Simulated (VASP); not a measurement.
Input for VASP

### INCAR
```
ALGO=Normal
EDIFF=1E-6
EDIFFG=-0.02
ENCUT=500
GGA=PS
IBRION=2
ISIF=3
ISMEAR=1
LASPH=.TRUE.
LCHARG=.FALSE.
LMAXMIX=4
LREAL=.FALSE.
LWAVE=.FALSE.
NELM=100
NSW=40
PREC=Accurate
PSTRESS=50
SIGMA=0.1
SYSTEM=Al3Sc
```

**POSCAR**
```
Al3Sc
1
    4.0069871984    -0.0000000000    -0.0000000000
   -0.0000000000     4.0069871984     0.0000000000
   -0.0000000000    -0.0000000000     4.0069871984
Sc Al
1 3
Direct
  0.0000000000   0.0000000000   0.0000000000
  0.0000000000   0.5000000000   0.5000000000
  0.5000000000   0.0000000000   0.5000000000
  0.5000000000   0.5000000000   0.0000000000
```

File KPOINTS:
```
Automatic mesh
0
Gamma
8 8 8
0 0 0
```

POTCAR, in this order: Sc_sv Al (PBE.64 set). Program: vasp_std.

Q: Write an equivalent input for Quantum ESPRESSO's pw.x.

A: One equivalent input (not run):
```
&CONTROL
  calculation = 'vc-relax'
  pseudo_dir = './pseudo'
  outdir = './out'
  tprnfor = .true.
  tstress = .true.
  nstep = 40
  forc_conv_thr = 0.00078
/
&SYSTEM
  ibrav = 0
  nat = 4
  ntyp = 2
  ecutwfc = 78
  occupations = 'smearing'
  smearing = 'methfessel-paxton'
  degauss = 0.00735
  input_dft = 'pbesol'
/
&ELECTRONS
  conv_thr = 7.3e-08
  electron_maxstep = 100
/
&IONS
/
&CELL
  press = 50
/
ATOMIC_SPECIES
  Sc 44.956 Sc.upf
  Al 26.982 Al.upf
CELL_PARAMETERS angstrom
     4.0069872   -0.0000000   -0.0000000
    -0.0000000    4.0069872    0.0000000
    -0.0000000   -0.0000000    4.0069872
ATOMIC_POSITIONS crystal
  Sc   0.0000000  0.0000000  0.0000000
  Al   0.0000000  0.5000000  0.5000000
  Al   0.5000000  0.0000000  0.5000000
  Al   0.5000000  0.5000000  0.0000000
K_POINTS automatic
  8 8 8 0 0 0
```
What does not carry over: the potentials are each code's own (VASP's PAW set, PseudoDojo norm-conserving files in pw.x), so ENCUT and ecutwfc are chosen apart and not converted; conv_thr bounds pw.x's estimated SCF error, while EDIFF bounds the energy change between steps; forc_conv_thr acts on force components and is met together with etot_conv_thr.

The compound is Al3Sc in the L1_2 structure. It was relaxed first under an external pressure of 5 GPa.
